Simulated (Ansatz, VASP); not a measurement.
Hg3SbAs in VASP and in Ansatz

```xyz
5
Lattice="6.3312 0.0000 0.0000 0.0000 6.3312 0.0000 0.0000 0.0000 6.3312" Properties=species:S:1:pos:R:3 pbc="T T T"
As    0.0000    0.0000    0.0000
Sb    3.1656    3.1656    3.1656
Hg    3.1656    3.1656    0.0000
Hg    3.1656    0.0000    3.1656
Hg    0.0000    3.1656    3.1656
```

The cell comes from a database or a generator and needn't be the stable form of this composition.

Alike in both runs: task single point; functional PBE; k mesh 4 × 4 × 4; occupations gaussian, width 0.05 eV; no spin polarisation.

```csv
,VASP,Ansatz
version,VASP 6.6.1,Ansatz 0.2.0
potentials or method,"VASP PAW PBE potentials, release 64 (As, Sb, Hg)","scalar-relativistic, plane waves, PAW"
plane-wave cutoff (eV),520,420
valence electrons in the cell,46,90
```

|  | VASP | Ansatz | Ansatz less VASP |
| --- | --- | --- | --- |
| gap on the k mesh at the Fermi level (eV) | none | none | - |
| pressure (GPa) | -3.1 | -3.1 | +0.01 |

A gap of «none» marks a metal or a gap that the smearing closes. The two sets of potentials don't hold the same shells in valence.

The runs have no spin-orbit coupling, so splittings on Hg, Sb are missing.
